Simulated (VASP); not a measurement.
Level of theory: HSE06 screened hybrid, VASP's PBE PAW potentials (set 64) (plane waves; VASP).

A VASP calculation is set up with these files.

### KPOINTS
```
Automatic mesh
0
Gamma
4 4 4
0 0 0
```

**INCAR**
```
LASPH = .TRUE.   ! aspherical one-centre terms
ALGO = Normal   ! blocked Davidson
PREC = Accurate
HFSCREEN = 0.2   ! 1/Angstrom
AEXX = 0.25
ISMEAR = 0
LCHARG = .FALSE.
LHFCALC = .TRUE.
SIGMA = 0.05   ! width (eV)
NELM = 60
ISYM = 3
PRECFOCK = Fast
ENCUT = 500   ! plane-wave cut-off (eV)
SYSTEM = CaMg3O4
LWAVE = .FALSE.
EDIFF = 1E-6
ISIF = 2
LREAL = .FALSE.   ! projection in real space or not
GGA = PE   ! PBE
```

### KPOINTS_OPT
```
named points and PBE's band edges
5
Reciprocal
  0.000000   0.000000   0.000000 1 ! GAMMA
  0.500000   0.500000   0.500000 1 ! R
  0.500000   0.500000   0.000000 1 ! M
  0.000000   0.500000   0.000000 1 ! X
  0.000000   0.035710   0.000000 1 ! near an edge
```

POSCAR:
```
CaMg3O4
1
    4.4412834882     0.0000000000     0.0000000000
    0.0000000000     4.4412834882     0.0000000000
    0.0000000000     0.0000000000     4.4412834882
Mg O Ca
3 4 1
Direct
  0.0000000000   0.0000000000   0.0000000000
  0.5000000000   0.5000000000   0.0000000000
  0.5000000000   0.0000000000   0.5000000000
  0.5000000000   0.5000000000   0.5000000000
  0.0000000000   0.0000000000   0.5000000000
  0.0000000000   0.5000000000   0.0000000000
  0.5000000000   0.0000000000   0.0000000000
  0.0000000000   0.5000000000   0.5000000000
```

POTCAR, in this order: Mg O Ca_sv (PBE.64 set). Program: vasp_std. Read from the step before: WAVECAR.

Output of the run:

File OSZICAR:
```
       N       E                     dE             d eps       ncg     rms          rms(c)
DAV:   1    -0.562783356642E+02   -0.56278E+02   -0.12548E+00   557   0.964E+00    0.692E-01
DAV:   2    -0.562875567149E+02   -0.92211E-02   -0.53027E-02   648   0.200E+00    0.457E-01
DAV:   3    -0.562831130264E+02    0.44437E-02   -0.97141E-03   622   0.895E-01    0.299E-01
DAV:   4    -0.562824157538E+02    0.69727E-03   -0.19606E-03   687   0.363E-01    0.199E-01
DAV:   5    -0.562820564415E+02    0.35931E-03   -0.36203E-04   663   0.173E-01    0.109E-01
DAV:   6    -0.562819472233E+02    0.10922E-03   -0.10062E-04   671   0.897E-02    0.585E-02
DAV:   7    -0.562819115142E+02    0.35709E-04   -0.18942E-05   711   0.455E-02    0.344E-02
DAV:   8    -0.562819000905E+02    0.11424E-04   -0.81397E-06   631   0.266E-02    0.209E-02
DAV:   9    -0.562818968676E+02    0.32229E-05   -0.26393E-06   501   0.152E-02    0.127E-02
DAV:  10    -0.562818961743E+02    0.69326E-06   -0.98180E-07   391   0.961E-03
   1 F= -.56281896E+02 E0= -.56281896E+02  d E =-.502840E-23
       N       E                     dE             ncg
```

File OUTCAR:
```
------------------------ aborting loop because EDIFF is reached ----------------------------------------
  FORCE on cell =-STRESS in cart. coord.  units (eV):
  Direction    XX          YY          ZZ          XY          YZ          ZX
  --------------------------------------------------------------------------------------
  Total       -2.1832432     -2.1832432     -2.1832432     -0.0000000     -0.0000000      0.0000000
  in kB      -39.9288885    -39.9288885    -39.9288885     -0.0000000     -0.0000000      0.0000000
  external PRESSURE =     -39.9288885 kB  Pullay stress =       0.0000000 kB
  volume of cell :       87.60
      direct lattice vectors                 reciprocal lattice vectors
     4.441283488  0.000000000  0.000000000     0.225160137  0.000000000  0.000000000
     0.000000000  4.441283488  0.000000000     0.000000000  0.225160137  0.000000000
     0.000000000  0.000000000  4.441283488     0.000000000  0.000000000  0.225160137
 POSITION                                       TOTAL-FORCE (eV/Angst)
 -----------------------------------------------------------------------------------
      0.00000      0.00000      0.00000         0.000000      0.000000      0.000000
      2.22064      2.22064      0.00000         0.000000      0.000000      0.000000
      2.22064      0.00000      2.22064         0.000000      0.000000      0.000000
      2.22064      2.22064      2.22064         0.000000      0.000000      0.000000
      0.00000      0.00000      2.22064         0.000000      0.000000      0.000000
      0.00000      2.22064      0.00000         0.000000      0.000000      0.000000
      2.22064      0.00000      0.00000         0.000000      0.000000      0.000000
      0.00000      2.22064      2.22064         0.000000      0.000000      0.000000
 -----------------------------------------------------------------------------------
    total drift:                                0.000037      0.000010      0.000033
  FREE ENERGIE OF THE ION-ELECTRON SYSTEM (eV)
  ---------------------------------------------------
  free  energy   TOTEN  =       -56.2818961743 eV

  energy  without entropy=      -56.2818961743  energy(sigma->0) =      -56.28189617

  exchange ACFDT corr.  =         0.00000000  see jH, gK, PRB 81, 115126
```
(Selected blocks of OUTCAR.)

File OUTCAR:
```
 val. band max:        1.5453677851   @ k =   0.0000   0.0000   0.0000

 cond. band min:       6.5861336153   @ k =   0.0000   0.0000   0.0000


 Fermi energy:         1.8882158654

 k-point     1 :       0.0000    0.0000    0.0000
  band No.  band energies     occupation
      1     -37.1075      2.00000
      2     -16.9985      2.00000
      3     -16.9985      2.00000
      4     -16.9985      2.00000
      5     -16.6186      2.00000
      6     -15.6546      2.00000
      7     -15.6546      2.00000
      8     -15.5713      2.00000
      9      -1.9650      2.00000
     10      -1.9650      2.00000
     11      -1.9650      2.00000
     12       0.0469      2.00000
     13       0.0469      2.00000
     14       0.0469      2.00000
     15       0.6871      2.00000
     16       0.6871      2.00000
     17       0.6871      2.00000
     18       1.5454      2.00000
     19       1.5454      2.00000
     20       1.5454      2.00000
     21       6.5861      0.00000
     22       9.6028      0.00000
     23       9.6028      0.00000
     24       9.6028      0.00000
     25      11.1386      0.00000

 k-point     2 :       0.2500    0.0000    0.0000
  band No.  band energies     occupation
      1     -37.1049      2.00000
      2     -17.7182      2.00000
      3     -16.9937      2.00000
      4     -16.9937      2.00000
      5     -16.3276      2.00000
      6     -15.7031      2.00000
      7     -15.6380      2.00000
      8     -14.8482      2.00000
      9      -1.7942      2.00000
     10      -1.7942      2.00000
     11      -1.7886      2.00000
     12      -0.1988      2.00000
     13      -0.1988      2.00000
     14      -0.1479      2.00000
     15       0.1368      2.00000
     16       0.4884      2.00000
     17       0.5730      2.00000
     18       0.5730      2.00000
     19       1.4254      2.00000
     20       1.4254      2.00000
     21       7.7531      0.00000
     22       9.8659      0.00000
     23      10.4629      0.00000
...
```

The structure was generated: CaMg3O4 was put into an ordered model structure (Pm-3m), which need not be its known phase. It was relaxed first, which changed the volume by +6 %.
